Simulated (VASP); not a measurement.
A convergence study with VASP on CdS (zinc blende): one setting is varied, all else stays as given below, so the limit is that of these other settings.

```
CELL_PARAMETERS angstrom
      0.00000     2.91000     2.91000
      2.91000     0.00000     2.91000
      2.91000     2.91000     0.00000
ATOMIC_POSITIONS crystal
  Cd 0.00000 0.00000 0.00000
  S  0.25000 0.25000 0.25000
```

Computed with LDA (Ceperley-Alder, Perdew-Zunger), VASP's LDA PAW potentials (set 64) (plane waves; VASP). The tightest run used: 550 eV cut-off, 17×17×17 Γ-centred mesh, tetrahedra with Blöchl corrections, potentials Cd S.

Gaps are read on the run's mesh, which can miss a band edge.

Question: The settings run are 3×3×3 mesh; 4×4×4 mesh; 5×5×5 mesh; 6×6×6 mesh; 7×7×7 mesh; 8×8×8 mesh; 9×9×9 mesh; 10×10×10 mesh; 11×11×11 mesh; 12×12×12 mesh; 13×13×13 mesh; 14×14×14 mesh; 15×15×15 mesh; 16×16×16 mesh; 17×17×17 mesh. From which on does the stress (every component) stay within 0.1 GPa of the tightest run?

Answer: From 5×5×5 mesh on: it is off by 0.04 there and by no more than 0.1 in any finer run, while 4×4×4 mesh is off by 0.17.
```tsv
setting	E (eV/atom)	pressure (GPa)	gap on the mesh (eV)	irreducible k-points	difference judged (GPa)
3×3×3 mesh	-3.6104	-0.84	0.850	4	0.76
4×4×4 mesh	-3.6809	-1.43	0.890	8	0.17
5×5×5 mesh	-3.6956	-1.56	0.901	10	0.04
6×6×6 mesh	-3.6993	-1.60	0.905	16	0.01
7×7×7 mesh	-3.7003	-1.60	0.906	20	0.00
8×8×8 mesh	-3.7007	-1.61	0.907	29	0.00
9×9×9 mesh	-3.7008	-1.61	0.907	35	0.00
10×10×10 mesh	-3.7009	-1.61	0.907	47	0.00
11×11×11 mesh	-3.7009	-1.61	0.907	56	0.00
12×12×12 mesh	-3.7009	-1.61	0.907	72	0.00
13×13×13 mesh	-3.7009	-1.61	0.907	84	0.00
14×14×14 mesh	-3.7009	-1.61	0.907	104	0.00
15×15×15 mesh	-3.7009	-1.61	0.907	120	0.00
16×16×16 mesh	-3.7009	-1.61	0.907	145	0.00
17×17×17 mesh	-3.7009	-1.61	0.907	165	0.00
```

Left out are rungs that failed or repeat a setting and relaxations that didn't move; long series are thinned to 24 rows.

The compound is CdS in the zinc blende structure, a metastable form; wurtzite is the usual one. The cell was not relaxed at this level.
